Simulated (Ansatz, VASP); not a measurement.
**TiTl2Ag in VASP and in Ansatz**

POSCAR

```
TiTl2Ag
1.0
    4.2778750000      0.0000000000      0.0000000000
    0.0000000000      4.2778750000      0.0000000000
    0.0000000000      0.0000000000      4.1851010000
Ag Tl Ti
1 2 1
Direct
    0.0000000000      0.0000000000      0.0000000000
    0.0000000000      0.5000000000      0.5000000000
    0.5000000000      0.0000000000      0.5000000000
    0.5000000000      0.5000000000      0.0000000000
```

File INCAR.step1:

```
SYSTEM = TiTl2Ag
ALGO     = Normal         ! electronic algorithm
EDIFF    = 1E-4           ! SCF threshold, eV
ENCUT    = 520            ! plane-wave cutoff, eV
GGA      = PE             ! functional
ISMEAR   = -5             ! smearing method
LASPH    = .TRUE.         ! aspherical terms in the spheres
LCHARG   = .FALSE.        ! write CHGCAR
LREAL    = .FALSE.        ! projectors in reciprocal space
LWAVE    = .TRUE.         ! write WAVECAR
NBANDS   = 32             ! bands
NELM     = 60             ! most SCF steps
PREC     = Accurate       ! precision mode
SIGMA    = 0.1            ! smearing width, eV
```

Contents of INCAR.step2:

```
SYSTEM = TiTl2Ag
ALGO     = Normal         ! electronic algorithm
EDIFF    = 1E-6           ! SCF threshold, eV
ENCUT    = 520            ! plane-wave cutoff, eV
ISIF     = 2              ! what is computed and relaxed
ISMEAR   = -5             ! smearing method
ISTART   = 1            
LASPH    = .TRUE.         ! aspherical terms in the spheres
LCHARG   = .FALSE.        ! write CHGCAR
LMIXTAU  = .TRUE.       
LREAL    = .FALSE.        ! projectors in reciprocal space
LWAVE    = .FALSE.        ! write WAVECAR
METAGGA  = R2SCAN         ! meta-GGA
NBANDS   = 32             ! bands
NELM     = 60             ! most SCF steps
PREC     = Accurate       ! precision mode
SIGMA    = 0.1            ! smearing width, eV
```

File KPOINTS:

```
k-points
0
G
  6 6 6
  0 0 0
```

Input for Ansatz:

```yaml
crystal:
  lattice:
    - [4.277875, 0.0, 0.0]
    - [0.0, 4.277875, 0.0]
    - [0.0, 0.0, 4.185101]
  atoms:
    - { symbol: Ag, position: [0.0, 0.0, 0.0] }
    - { symbol: Tl, position: [0.0, 0.5, 0.5] }
    - { symbol: Tl, position: [0.5, 0.0, 0.5] }
    - { symbol: Ti, position: [0.5, 0.5, 0.0] }
  symmetry: { tolerance: 0.0003 }
kpoints:
  mp_grid: { grid: [6, 6, 6], shift: [0, 0, 0] }
  band_path:
    path:
      - [0.0, 0.0, 0.0]
      - [0.0, 0.5, 0.0]
      - [0.5, 0.5, 0.0]
      - [0.0, 0.0, 0.0]
      - [0.0, 0.0, 0.5]
      - [0.0, 0.5, 0.5]
      - [0.5, 0.5, 0.5]
      - [0.0, 0.0, 0.5]
      - [0.0, 0.5, 0.0]
      - [0.0, 0.5, 0.5]
      - [0.5, 0.5, 0.0]
    npoints: 14
magnetization:
  spin_polarized: false
scf:
  occupations: { method: tetrahedron }
  lower_state_search: "off"
  max_iter: 200
hamiltonian:
  pseudopotentials: { kind: paw }
  xc: r2scan
basis:
  ecutwfc: 500
  fft_grid_basis: typed
output:
  forces: true
  stress: true
  eigenvalues: true
  bader: true
  populations: true
  elf: true
  write_potential: true
  volumetric_format: npy
  dos:
    e_range: [-12, 8]
    de: 0.05
    projected: { site_lists: { Ag: [Ag], Ti: [Ti], Tl: [Tl] } }
checkpoint:
  read: saved_state
```

The cell was built by a generator and needn't be a form met in nature.

Alike in both runs: task single point; functional r2SCAN; k mesh 6 × 6 × 6; occupations tetrahedron; no spin polarisation.

```csv
,VASP,Ansatz
version,VASP 6.6.1,Ansatz 0.2.0
potentials or method,"VASP PAW PBE potentials, release 64 (Ag, Tl_d, Ti_sv)",PAW plane waves
plane-wave cutoff (eV),520,500
valence electrons in the cell,49,57
```

```tsv
	VASP	Ansatz	Ansatz less VASP
pressure (GPa)	7.1	6.9	-0.21
largest component of the traceless stress (GPa)	3.38	3.40	+0.022
```

The functional is the same, so the differences come from potentials, cutoffs and numerics. The two sets of potentials don't hold the same shells in valence. Ansatz warned: «band_table_not_solved_further».

Caveats: the PAW data sets were made with another functional, which shifts forces and pressure a little (VASP); tetrahedron occupations give inexact forces and stress in metals. Spin-orbit coupling is left out, which matters for the levels of Tl.
